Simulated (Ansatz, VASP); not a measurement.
**ZnGaP: VASP beside Ansatz**

Contents of INCAR:

```
ALGO = Normal
EDIFF = 1E-7
EDIFFG = -0.005
ENCUT = 600
GGA = PE
IBRION = 2
ISIF = 3
ISMEAR = -1
LASPH = True
LCHARG = False
LREAL = False
LWAVE = False
NELM = 60
NSW = 40
PREC = Accurate
PSTRESS = 0
SIGMA = 0.05
```

KPOINTS

```
k-points
0
Gamma
  8 8 6
```

The input POSCAR:

```
ZnGaP
1.0
    4.0159400000      0.0000000000      0.0000000000
   -2.0079700000      3.4779100000      0.0000000000
    0.0000000000      0.0000000000      4.4042000000
Zn Ga P
1 1 1
Direct
    0.0000000000      0.0000000000      0.5000000000
    0.6666700000      0.3333300000      0.0000000000
    0.3333300000      0.6666700000      0.5000000000
```

input.yaml

```yaml
crystal:
  lattice:
    - [4.01594, 0.0, 0.0]
    - [-2.00797, 3.47791, 0.0]
    - [0.0, 0.0, 4.4042]
  atoms:
    - { symbol: Zn, position: [0.0, 0.0, 0.5] }
    - { symbol: Ga, position: [0.66667, 0.33333, 0.0] }
    - { symbol: P, position: [0.33333, 0.66667, 0.5] }
hamiltonian:
  xc: pbe
  pseudopotentials: { kind: paw }
kpoints:
  mp_grid: { grid: [8, 8, 6] }
scf:
  occupations: { method: fermi_dirac, width: 0.05 }
output:
  forces: true
  stress: true
  eigenvalues: true
relax:
  f_tol: 0.01
  max_steps: 40
  cell: { stress_tol: 0.05 }
```

The cell was built by a generator and needn't be a form met in nature.

Alike in both runs: task relaxation of cell and atoms; functional PBE; k mesh 8 × 8 × 6; occupations fermi-dirac, width 0.05 eV; no spin polarisation.

```csv
,VASP,Ansatz
version,VASP 6.6.1,Ansatz 0.2.0
potentials or method,"VASP PAW PBE potentials, release 64 (Zn, Ga_d, P)",Ansatz PAW
plane-wave cutoff (eV),600,420
valence electrons in the cell,30,30
```

Ansatz gave:

| Property | Result |
| --- | --- |
| gap on the k mesh at the Fermi level, each at its own relaxed structure (eV) | none |
| relaxed volume (Å³/atom) | 20.45 |
| relaxed cell length with the largest relative difference (Å) | 4.016 |

Which values does VASP return?

gap on the k mesh at the Fermi level, each at its own relaxed structure (eV): none; relaxed volume (Å³/atom): 20.48; relaxed cell length with the largest relative difference (Å): 4.020.

A gap of «none» marks a metal or a gap that the smearing closes.

Caveats: the plane-wave basis is chosen anew once the cell has moved, so the energies of steps on either side of that aren't comparable (Ansatz).
